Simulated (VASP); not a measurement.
```
CELL_PARAMETERS angstrom
      0.00000     2.73879     2.73879
      2.73879     0.00000     2.73879
      2.73879     2.73879     0.00000
ATOMIC_POSITIONS crystal
  Sn 0.00000 0.00000 0.00000
  O  0.25000 0.25000 0.25000
```

Level of theory: PBE GGA, VASP's PBE PAW potentials (set 64) (plane waves; VASP). Numerical set-up: 520 eV cut-off, Gaussian smearing of 0.050 eV, potentials Sn_d O.

Question: Give the energies of bands 7 to 13 at the high-symmetry points, in eV from the Fermi level.

Answer: 
| band | Γ | X | U | L | W |
|---|---|---|---|---|---|
| 7 | -6.19 | -7.55 | -7.46 | -7.71 | -7.41 |
| 8 | -3.40 | -4.54 | -5.16 | -3.81 | -4.91 |
| 9 | -3.40 | -4.54 | -4.31 | -3.81 | -4.88 |
| 10 | -3.40 | -0.47 | -0.28 | -2.29 | 0.07 |
| 11 | 4.46 | -0.12 | 0.86 | 1.76 | 1.46 |
| 12 | 4.46 | 5.19 | 3.43 | 4.61 | 2.62 |
| 13 | 4.46 | 5.19 | 5.04 | 4.61 | 4.50 |

It has no gap at this level: it comes out as a metal or semimetal.

The structure was generated: SnO was put into the zinc blende type (F-43m), which need not be its known phase. It was relaxed first, which changed the volume by +55 %.
